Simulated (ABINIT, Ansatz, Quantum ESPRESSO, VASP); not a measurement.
Code comparison for KCrF6 (R-3, 8 atoms in the cell)

Self-consistent single point, at a second geometry (lattice scaled by 0.98). First geometry:

```
KCrF6
1.0
    3.64953     2.10705     2.36799
   -3.64953     2.10705     2.36799
    0.00000    -4.21411     2.36799
K Cr F
1 1 6
Direct
  0.00000   0.00000   0.00000
  0.50000   0.50000   0.50000
  0.58298   0.26425   0.21942
  0.41702   0.73575   0.78058
  0.21942   0.58298   0.26425
  0.78058   0.41702   0.73575
  0.26425   0.21942   0.58298
  0.73575   0.78058   0.41702
```
Moments meant for the start (each program seeds them in its own way; μB, in the order of the atoms K Cr F F F F F F): 0.0 3.0 0.0 0.0 0.0 0.0 0.0 0.0.

Shared settings, as Ansatz (a quantum-chemistry and plane-wave program) writes them: kpoints.mp_grid.grid = 3 3 3; scf.occupations.method = fermi_dirac; scf.occupations.width = 0.02 eV. Potentials and cutoffs stand in the table.

| code | model | ΔF from the first geometry (meV/atom) | pressure (GPa) | largest force (eV/Å) | size of the net moment (μB/atom) | cutoff |
|---|---|---|---|---|---|---|
| ABINIT | PBEsol, PAW (JTH v2.0 PBE PAW, files made for PBE) | 19.4 | 6.56 | 0.960 | 0.12 | 30 Ha |
| Ansatz | PBEsol, PAW files made with PBE | 16.2 | 6.37 | 0.848 | 0.12 | default |
| Quantum ESPRESSO | PBEsol, PseudoDojo standard norm-conserving (PBESOL) pseudopotentials | 15.1 | 6.59 | 0.823 | 0.12 | 95 Ry |
| VASP | PBEsol, VASP's PBE PAW potentials (set 64) | 22.7 | -3.62 | 1.005 | 0.12 | 400 eV |

For ABINIT (by 0.9 GPa), Ansatz (by 0.4 GPa) and VASP (by 11.4 GPa) the energy change implies a higher mean pressure, against the two pressures, than for the other programs: a sign of finite-basis (Pulay) stress.

On Ansatz's run: with one magnetic atom in the cell only a parallel order is possible.

The spread over the programs that give each value: ΔF from the first geometry within 7.6 meV/atom; pressure within 10.21 GPa; largest force within 0.182 eV/Å; size of the net moment within 0.00 μB/atom.

Ansatz's pressure is given at a fixed set of plane waves, as the other plane-wave codes print theirs; with its correction for the finite basis it is 6.81 GPa (the shift of 0.44 GPa shows how far the cutoff is from converged). In the pressure, VASP (by 10.08) lies more than 1 GPa from the median of the plane-wave programs. In the force vectors, Quantum ESPRESSO (by 0.081) and VASP (by 0.101) lie more than 0.08 eV/Å from the median of the plane-wave programs.

The shared mesh is coarse (it stands for a supercell whose shortest vector is 14 Å), so the values are not converged in it.

VASP's run is marked for a possible Pulay error in its stress at this cutoff; no cutoff test was made.

The starting cell comes from a database of computed structures (which also holds hypothetical and non-ambient phases and stackings), without a prior relaxation at this level. For this run, on top of that: lattice scaled by 0.98.

Left out of this page: FLEUR and SIESTA (not drawn, or without a comparable value).

Keys are those of Ansatz 0.2.
